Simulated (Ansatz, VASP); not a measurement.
# Cross-check of AlNi between VASP and Ansatz

Wanted: the spread between two codes on one cell, functional and k mesh. The cell is taken from a series of runs on this material, whose earlier steps may have relaxed, scaled, displaced or heated it; both programs get it as it stands.

Main program and level: Ansatz 0.2.0; plane waves, with VASP 6.6.1 beside it; single point at PBEsol.

**1. The structure**

It takes space group Pm-3m (No. 221, cubic). Conventional cell: a = 2.876 Å, b = 2.876 Å, c = 2.876 Å, α = 90.00°, β = 90.00°, γ = 90.00°. Nearest to Al lie 8 Ni at 2.49 Å. Nearest to Ni lie 8 Al at 2.49 Å. Farther neighbours are not listed.

Coordinates:

```xyz
2
Lattice="2.8763 0.0000 0.0000 0.0000 2.8763 0.0000 0.0000 0.0000 2.8763" Properties=species:S:1:pos:R:3 pbc="T T T"
Al    0.0000    0.0000    0.0000
Ni    1.4381    1.4381    1.4381
```

**2. VASP: single point, PBEsol, pair 1**

With cell and atoms fixed, the geometry can't cause a difference; cores, projectors, grids and the points listed under the comparison can.

Lines of VASP's logs that name or quote its potential files are left out, and so is its time.

The input, INCAR:

```
SYSTEM = AlNi
PREC = Accurate
ENCUT = 600
EDIFF = 1E-06
NELM = 120
ISMEAR = 1
SIGMA = 0.2
LREAL = .FALSE.
ALGO = Normal
GGA = PS
NBANDS = 12
LASPH = .TRUE.
LORBIT = 11
LWAVE = .FALSE.
LCHARG = .FALSE.
ISIF = 2
GGA_COMPAT = .FALSE.
```

The input, POSCAR:

```
AlNi
1.0
    2.8762616621      0.0000000000      0.0000000000
    0.0000000000      2.8762616621      0.0000000000
    0.0000000000      0.0000000000      2.8762616621
Al Ni
1 1
Direct
    0.0000000000      0.0000000000      0.0000000000
    0.5000000000      0.5000000000      0.5000000000
```

The input, KPOINTS:

```
Automatic mesh
0
Gamma
16 16 16
0 0 0
```

Potentials, in the order of the species: Al and Ni (PBE family, release 64).

Launch:

```console
mpirun -np 1 vasp_std
```

Numbers of over 12 decimals in the logs are rounded to 6 here.

Log:

```text
[banner, memory and clock lines left out]
running    1 mpi-ranks, on    1 nodes
 distrk:  each k-point on    1 cores,    1 groups
 distr:  one band on    1 cores,    1 groups

 POSCAR found type information on POSCAR AlNi
 POSCAR found :  2 types and       2 ions
|                                                                             |
|               ----> ADVICE to this user running VASP <----                  |
|                                                                             |
|     You enforced a specific xc type in the INCAR file but a different       |
|     [... a line on the potential file left out ...]
|     I HOPE YOU KNOW WHAT YOU ARE DOING!                                     |
|                                                                             |

 LDA part: xc-table for (Slater+PW92), standard interpolation
 POSCAR, INCAR and KPOINTS ok, starting setup
 FFT: planning ... GRIDC
 FFT: planning ... GRID_SOFT
 FFT: planning ... GRID
 WAVECAR not read
 entering main loop
       N       E                     dE             d eps       ncg     rms          rms(c)
DAV:   1     0.437880505316E+02    0.43788E+02   -0.61052E+03  3984   0.127E+03
DAV:   2    -0.114001926169E+02   -0.55188E+02   -0.51042E+02  4056   0.207E+02
DAV:   3    -0.131820808796E+02   -0.17819E+01   -0.17604E+01  4812   0.439E+01
DAV:   4    -0.132070989315E+02   -0.25018E-01   -0.25003E-01  4392   0.460E+00
DAV:   5    -0.132078434561E+02   -0.74452E-03   -0.74450E-03  4856   0.878E-01    0.127E+01
DAV:   6    -0.152749178212E+02   -0.20671E+01   -0.55076E+01  4380   0.117E+02    0.163E+01
DAV:   7    -0.116151290166E+02    0.36598E+01   -0.15784E+01  4404   0.695E+01    0.117E+00
DAV:   8    -0.115991887767E+02    0.15940E-01   -0.38676E-01  4888   0.731E+00    0.994E-01
DAV:   9    -0.115848503001E+02    0.14338E-01   -0.47279E-02  4792   0.311E+00    0.216E-01
DAV:  10    -0.115843142923E+02    0.53601E-03   -0.22462E-03  4820   0.706E-01    0.723E-02
DAV:  11    -0.115843161088E+02   -0.18165E-05   -0.75375E-05  5236   0.786E-02    0.249E-02
DAV:  12    -0.115843148593E+02    0.12495E-05   -0.34768E-06  3684   0.305E-02    0.453E-03
DAV:  13    -0.115843144629E+02    0.39642E-06   -0.34680E-07  2380   0.657E-03
   1 F= -.11584314E+02 E0= -.11584679E+02  d E =0.109415E-02
```

From OUTCAR (step 2):

```text
ion  position               nearest neighbor table
   1  0.000  0.000  0.000-   2 2.49   2 2.49   2 2.49   2 2.49   2 2.49   2 2.49   2 2.49   2 2.49

  LATTYP: Found a simple cubic cell.
 ALAT       =     2.8762616621

 Subroutine GETGRP returns: Found 48 space group operations
 (whereof 48 operations were pure point group operations)

The static configuration has the point symmetry O_h .

 Found    165 irreducible k-points:

   k-points           NKPTS =    165   k-points in BZ     NKDIM =    165   number of bands    NBANDS=     12

   dimension x,y,z NGX =    24 NGY =   24 NGZ =   24
   dimension x,y,z NGXF=    48 NGYF=   48 NGZF=   48

   ENCUT  =  600.0 eV  44.10 Ry    6.64 a.u.   5.74  5.74  5.74*2*pi/ulx,y,z

   NELECT =      13.0000    total number of electrons

 k-points in reciprocal lattice and weights: Automatic mesh
   0.00000000  0.00000000  0.00000000       0.000
   0.06250000  0.00000000  0.00000000       0.001
   0.12500000  0.00000000  0.00000000       0.001
   0.18750000  0.00000000  0.00000000       0.001
   0.25000000  0.00000000  0.00000000       0.001
   0.31250000  0.00000000  0.00000000       0.001
   0.37500000  0.00000000  0.00000000       0.001
   0.43750000  0.00000000  0.00000000       0.001
   0.50000000  0.00000000  0.00000000       0.001
[...]
0.50000000  0.50000000  0.43750000       0.001
   0.50000000  0.50000000  0.50000000       0.000

 average (electrostatic) potential at core
       1 -69.7453       2 -81.2704

 E-fermi :   9.9621

 k-point     1 :       0.0000    0.0000    0.0000
  band No.  band energies     occupation
    ...
      2       6.7056      2.00000
      3       6.7056      2.00000
      4       8.4144      2.00000
      5       8.4144      2.00000
      6       8.4144      2.00000
      7      15.4793      0.00000
      8      15.4793      0.00000
      9      15.4793      0.00000
     10      18.1248      0.00000
     11      18.1248      0.00000
    ...

 k-point     2 :       0.0625    0.0000    0.0000
  band No.  band energies     occupation
    ...
      2       6.7008      2.00000
      3       6.7228      2.00000
      4       8.3826      2.00000
      5       8.3826      2.00000
      6       8.4178      2.00000
      7      14.6887      0.00000
      8      15.5750      0.00000
      9      15.5750      0.00000
     10      18.1288      0.00000
     11      18.8437      0.00000
    ...

 k-point     3 :       0.1250    0.0000    0.0000
  band No.  band energies     occupation
    ...
      2       6.6723      2.00000
      3       6.7720      2.00000
      4       8.2947      2.00000
      5       8.2947      2.00000
      6       8.4274      2.00000
      7      13.3050     -0.00000
      8      15.8548      0.00000
      9      15.8548      0.00000
     10      18.1407      0.00000
     11      19.9765      0.00000
    ...

  Total       -0.3550132     -0.3550132     -0.3550132     -0.0000000      0.0000000     -0.0000000
  in kB      -23.9039659    -23.9039659    -23.9039659     -0.0000000      0.0000000     -0.0000000
  external PRESSURE =     -23.9039659 kB  Pullay stress =       0.0000000 kB

  energy-cutoff  :      600.00
  volume of cell :       23.79
      direct lattice vectors                 reciprocal lattice vectors
     2.876261662  0.000000000  0.000000000     0.347673514  0.000000000  0.000000000
     0.000000000  2.876261662  0.000000000     0.000000000  0.347673514  0.000000000
     0.000000000  0.000000000  2.876261662     0.000000000  0.000000000  0.347673514

 POSITION                                       TOTAL-FORCE (eV/Angst)
 -----------------------------------------------------------------------------------
      0.00000      0.00000      0.00000         0.000000      0.000000      0.000000
      1.43813      1.43813      1.43813         0.000000      0.000000      0.000000
 -----------------------------------------------------------------------------------
    total drift:                                0.000000      0.000000     -0.000000

  FREE ENERGIE OF THE ION-ELECTRON SYSTEM (eV)
  ---------------------------------------------------
  free  energy   TOTEN  =       -11.5843144629 eV

  energy  without entropy=      -11.5854086087  energy(sigma->0) =      -11.58467918

 total charge
# of ion       s       p       d       tot
------------------------------------------
    1        0.383   0.415   0.000   0.798
    2        0.482   0.523   8.482   9.487
--------------------------------------------------
tot          0.865   0.938   8.482  10.285

[... 3 further parts left out ...]
```

This run has no spin polarisation, so a moment on Ni, if there is one, isn't seen. Its electron count is odd, so without a moment it is a metal by construction.

**3. Ansatz: single point, PBEsol, pair 1**

Ansatz runs on its default PAW (the set named soft_2) files.

The same cell, functional, mesh and smearing now go to Ansatz, which takes its cutoff from its data sets.

The input, input.yaml:

```yaml
crystal:
  lattice:
    - [2.8762616621, 0.0, 0.0]
    - [0.0, 2.8762616621, 0.0]
    - [0.0, 0.0, 2.8762616621]
  atoms:
    - { symbol: Al, position: [0.0, 0.0, 0.0] }
    - { symbol: Ni, position: [0.5, 0.5, 0.5] }
kpoints:
  mp_grid: { grid: [16, 16, 16] }
hamiltonian:
  xc: pbesol
scf:
  occupations: { method: methfessel_paxton, width: 0.2 }
  lower_state_search: "off"
output:
  forces: true
  stress: true
  eigenvalues: true
```

Launch:

```console
ansatz run input.yaml --threads 8 --pin off --max-ram 16384MiB --backend cpu --events-out ev --progress --plain --runs-dir out
```

Log:

```text
Engine: ansatz 0.2.0, aarch64-unknown-linux-gnu
Pseudopotentials: kind: paw
Pseudopotential: Al, paw, valence charge 3, recommended cutoff 420 eV (normal), Al.paw.azcp
Pseudopotential: Ni, paw, valence charge 18, recommended cutoff 420 eV (normal), Ni.paw.azcp
Functional definition: PBEsol
  exchange = pbesol_x
  correlation = pbesol_c
Crystal: 2 atoms, lattice volume = 23.795 Å³
Basis set: ecut = 420 eV, 461 PW (Γ), exchange–correlation on 40×40×40 points (8 copies of the dense FFT grid, shifted against one another)
Bands: 15, of which v1, the nominal top of the filled ones, is band 11 counted from 1 (10 counted from 0)
Symmetry: 48 space group operations
Space group: Pm-3m (ITA 221), of the structure as read, at distance tolerance 2.9e-5 Å
k-points: 165 of 4096
Non-local potential: Al, projectors of the file, l = 0: 2, l = 1: 2, l = 2: 1
Non-local potential: Ni, projectors of the file, l = 0: 3, l = 1: 2, l = 2: 3, l = 3: 1
PAW form: soft (Blöchl's): semilocal exchange-correlation on the pseudo side does not see the compensation charge
PAW frozen core: Al, regenerated for the run's functional, and the local potential with it (the file was generated under x = pbe(κ = 0.804, μ = 0.219515), c = pbe(β = 0.066725))
PAW frozen core: Ni, regenerated for the run's functional, and the local potential with it (the file was generated under x = pbe(κ = 0.804, μ = 0.219515), c = pbe(β = 0.066725))
PAW one-centre angular grid: Al, 110 points (default); XC on 64 Gauss nodes
PAW one-centre angular grid: Ni, 590 points (default); XC on 64 Gauss nodes
Initial density: superposition of atomic densities (neutral atoms: chi_scale 0, normalization atom), corrected by the library's trained network
Initial wavefunctions: pseudopotential atomic-orbital guess
Functional: x = pbesol(κ = 0.804, μ = 0.123457), c = pbesol(β = 0.046)
SCF iter   1: F=—  HF=-6330.867320 eV  |F-HF|=—  |Δ(HF+E_count)|=         —  Δρ=1.82e-2  dr2=4.53e-2  ethr=1.77e-3  ⟨swp⟩=4.1  Hψ=11051  notcnv=0
preconditioner: auto → none  [metal: Δε(μ)=0.012 eV  Ē_g=9.635 eV  σ=0.200 eV  W_gap=0.05  n_scr=6 (ndim 8)  ℏωp=27.4 eV  f_vac=0.000  D(μ)=0.79/eV (n_scr^D=6)  sad-step TF]
SCF iter   2: F=—  HF=-6330.861757 eV  |F-HF|=—  |Δ(HF+E_count)|=   5.56e-3  S|Δr|=    0.00e0  Δρ=6.10e-3  dr2=5.80e-3  ethr=2.16e-4  ⟨swp⟩=1.2  Hψ=3821  notcnv=0  defer=1
SCF iter   3: F=—  HF=-6330.861120 eV  |F-HF|=—  |Δ(HF+E_count)|=   6.37e-4  S|Δr|=    0.00e0  Δρ=9.10e-4  dr2=1.40e-4  ethr=2.76e-5  ⟨swp⟩=1.0  Hψ=2443  notcnv=0  defer=9
SCF iter   4: F=—  HF=-6330.861098 eV  |F-HF|=—  |Δ(HF+E_count)|=   2.14e-5  S|Δr|=    0.00e0  Δρ=5.90e-5  dr2=2.94e-7  ethr=6.66e-7  ⟨swp⟩=1.4  Hψ=2739  notcnv=0  defer=9
SCF iter   5: F=—  HF=-6330.861094 eV  |F-HF|=—  |Δ(HF+E_count)|=   4.51e-6  S|Δr|=    0.00e0  Δρ=1.22e-5  dr2=2.61e-8  ethr=4.76e-10  ⟨swp⟩=6.1  Hψ=11557  notcnv=0
SCF iter   6: F=-6330.861094 eV  HF=-6330.861094 eV  |F-HF|=7.82e-11  |Δ(HF+E_count)|=   1.34e-9  S|Δr|=    0.00e0  Δρ=5.98e-7  dr2=8.91e-11  ethr=1.24e-10  ⟨swp⟩=2.0  Hψ=6899  notcnv=0
SCF 1 converged in 6 iterations: F = -6330.861094 eV  dr2 = 8.91e-11
  greatest PAW one-centre occupation: 1.001 electrons in one spin orbital (limit 2), on the Ni atom at site 1 (counted from 0), in its partial waves of l = 1
SCF converged after 6 iterations
Stability not checked: this state was not tested for a lower state beside it, because cold or Methfessel-Paxton smearing, or corrected tetrahedra, fill the levels in a way that the test cannot read (fill_not_monotonic; see scf.lower_state_search)
Free energy (F): -6330.861094 eV
Harris-Foulkes:  -6330.861094 eV  (|F-HF|=7.82e-11)
Internal energy: -6330.862192 eV  (E = F + TS)
E sigma→0 (E₀):  -6330.861368 eV
Entropy (-TS):   0.001098 eV (0.549 meV/atom)
Fermi energy:    13.934851 eV
--- Per-component energies (eV) ---
  E_band       = -335.934459
  E_kinetic    = 311.582064
  E_local      = -4439.658679  (includes V_loc(G=0)·N_el)
  E_nonlocal   = 648.774359
  E_hartree    = 1908.606396
  E_xc         = -125.644302
  E_vxc        = -140.800938  (∫ρ·V_xc dr)
  E_paw        = -2052.878180  (= ΣΔE_a)
  E_vpaw       = -533.045250  (= ΣTr[D̂ρ^β])
  E_aug_tail   = 0.000445  (compensation charges beyond the density's cutoff)
  E_ewald      = -2581.860723
  E_core_change = 0.216428  (= ΣΔE_core)
  E_smearing   = 0.001098  (= −TS)
  E_closure    = 0.000000  (closes the sum)
  Σ components = -6330.861094   (vs F -6330.861094, Δ=0.00e0)
--- Forces (eV/Å), atoms counted from 1 ---
  atom   1  Al    -0.00000000     0.00000000     0.00000000
  atom   2  Ni     0.00000000    -0.00000000    -0.00000000
  max |Σ_I F_I| component: 1.03e-28 eV/Å
--- Stress (GPa, compression-positive) ---
       -2.497091       0.000000       0.000000
        0.000000      -2.497091       0.000000
        0.000000       0.000000      -2.497091
  P = ⅓ Tr σ = -2.4971 GPa (-24.971 kbar)
--- Band table (eV; the first three rows and the last of 165) ---
  k-point 0: bands = [... 7 lower, 12.3975, 12.3975, 12.3975, 19.4265, 19.4265, 19.4265, 22.0676, 22.0676]
  k-point 1: bands = [... 7 lower, 12.3653, 12.3653, 12.4009, 18.6394, 19.5223, 19.5223, 22.0709, 22.7813]
  k-point 2: bands = [... 7 lower, 12.2764, 12.2764, 12.4107, 17.2604, 19.8024, 19.8024, 22.0809, 23.9059]
  k-point 164: bands = [... 7 lower, 12.9627, 12.9627, 15.8786, 15.8786, 15.8786, 17.6851, 18.4406, 18.4406]
```

Reading the cycles: dr2 is the Hartree energy of the density residual (eV), the measure of convergence; HF is the Harris–Foulkes estimate of the energy, which meets the free energy F at convergence.

The run ends at a pressure of -2.50 GPa.

**4. Side by side**

Known differences besides the potentials themselves: the data sets hold 21 valence electrons in Ansatz (on its default PAW (the set named soft_2) files) and 13 in VASP; the cutoff is 420 eV in Ansatz and 600 eV in VASP; Ansatz makes its cores anew for this functional, VASP keeps those of its PBE data sets. Total energies have different zeros and are not compared.

Compared:

| quantity | Ansatz | VASP | difference |
| --- | --- | --- | --- |
| pressure (GPa) | -2.50 | -2.39 | -0.11 |

**5. VASP: single point, PBEsol, pair 2**

With cell and atoms fixed, the geometry can't cause a difference; cores, projectors, grids and the points listed under the comparison can. The cell compared in this pair holds 23.09 Å³, against 23.79 Å³ for the pair before.

INCAR is that of step 2.

The input, POSCAR:

```
AlNi
1.0
    2.8476402444      0.0000000000      0.0000000000
    0.0000000000      2.8476402444      0.0000000000
    0.0000000000      0.0000000000      2.8476402444
Al Ni
1 1
Direct
    0.0000000000      0.0000000000      0.0000000000
    0.5000000000      0.5000000000      0.5000000000
```

KPOINTS is that of step 2.

Launch:

```console
mpirun -np 1 vasp_std
```

Log:

```text
[banner, memory and clock lines left out]
running    1 mpi-ranks, on    1 nodes
[...]
[... a notice as in an earlier step ...]

 LDA part: xc-table for (Slater+PW92), standard interpolation
 POSCAR, INCAR and KPOINTS ok, starting setup
[...]
entering main loop
       N       E                     dE             d eps       ncg     rms          rms(c)
DAV:   1     0.438859533225E+02    0.43886E+02   -0.61732E+03  4016   0.129E+03
DAV:   2    -0.114475562527E+02   -0.55334E+02   -0.51135E+02  4060   0.208E+02
DAV:   3    -0.132142501863E+02   -0.17667E+01   -0.17413E+01  4760   0.434E+01
DAV:   4    -0.132399720709E+02   -0.25722E-01   -0.25712E-01  4460   0.470E+00
[...]
DAV:  11    -0.115835084388E+02   -0.21391E-05   -0.60772E-05  4872   0.678E-02    0.269E-02
DAV:  12    -0.115835069864E+02    0.14524E-05   -0.48876E-06  4244   0.368E-02    0.358E-03
DAV:  13    -0.115835066779E+02    0.30851E-06   -0.21043E-07  2436   0.465E-03
   1 F= -.11583507E+02 E0= -.11583859E+02  d E =0.105714E-02
```

From OUTCAR (step 5):

```text
  Total        0.4043331      0.4043331      0.4043331      0.0000000     -0.0000000      0.0000000
  in kB       28.0539806     28.0539806     28.0539806      0.0000000     -0.0000000      0.0000000
  external PRESSURE =      28.0539806 kB  Pullay stress =       0.0000000 kB

 POSITION                                       TOTAL-FORCE (eV/Angst)
 -----------------------------------------------------------------------------------
      0.00000      0.00000      0.00000         0.000000      0.000000      0.000000
      1.42382      1.42382      1.42382         0.000000      0.000000      0.000000
 -----------------------------------------------------------------------------------
    total drift:                                0.000000      0.000000     -0.000000

  FREE ENERGIE OF THE ION-ELECTRON SYSTEM (eV)
  ---------------------------------------------------
  free  energy   TOTEN  =       -11.5835066779 eV

  energy  without entropy=      -11.5845638159  energy(sigma->0) =      -11.58385906

[... 1 part as in an earlier step ...]

[... 2 further parts left out ...]
[key lines of the parts left out:]
E-fermi :  10.3624
```

The run ends at a pressure of 2.81 GPa.

[end of part 1 of 2]

[Lines on the potential files, build, host, timing and source positions are cut from VASP's logs without a mark.]

[Logs are printed without paths, hosts, clocks, repeated set-up lines and the standing remarks that a program may print on its own settings, such as how far it seeks lower states.]

[Hosts, paths, dates, database ids (printed as entryN), source tags and the programs' standing remarks are cut or masked in the printed files.]
